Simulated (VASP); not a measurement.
KTaO3, 5 atoms in the cell. It takes space group Pm-3m (No. 221, cubic). Conventional cell: a = 4.024 Å, b = 4.024 Å, c = 4.024 Å, α = 90.00°, β = 90.00°, γ = 90.00°. K (site symmetry m-3m) is surrounded by 12 O at 2.85 Å. Ta (site symmetry m-3m) has 6 O at 2.01 Å as nearest neighbours. O (site symmetry 4/mmm) is surrounded by 2 Ta at 2.01 Å. 

```yaml
Program: VASP 6.6.1
Task: single point
Functional: PBE
Potentials_or_basis: VASP PAW PBE potentials, release 64 (K_sv, Ta_pv, O)
Cutoff: 520 eV
k_mesh: 8 × 8 × 8
Occupations: gaussian, width 0.02 eV
Spin: no spin polarisation
Dipole_correction: no
Further_INCAR_settings: ALGO = Fast; EDIFF = 1e-06; NBANDS = 27
```

Potentials or basis: VASP PAW PBE potentials, release 64 (K_sv, Ta_pv, O).

The run is started by

```bash
$ cat potpaw_PBE.64/K_sv/POTCAR potpaw_PBE.64/Ta_pv/POTCAR potpaw_PBE.64/O/POTCAR > POTCAR
$ mpirun -np 1 vasp_std > vasp.out
```

Hardware: 1 thread of Intel(R) Xeon(R) Platinum 8488C (Sapphire Rapids) (shared host).

Question: Estimate the wall time of this run.

Answer: Run time: 76 s on 1 thread of Intel(R) Xeon(R) Platinum 8488C (Sapphire Rapids), on a shared host, peak memory 0.2 GiB. Counts: scf iterations 22, k points 35.
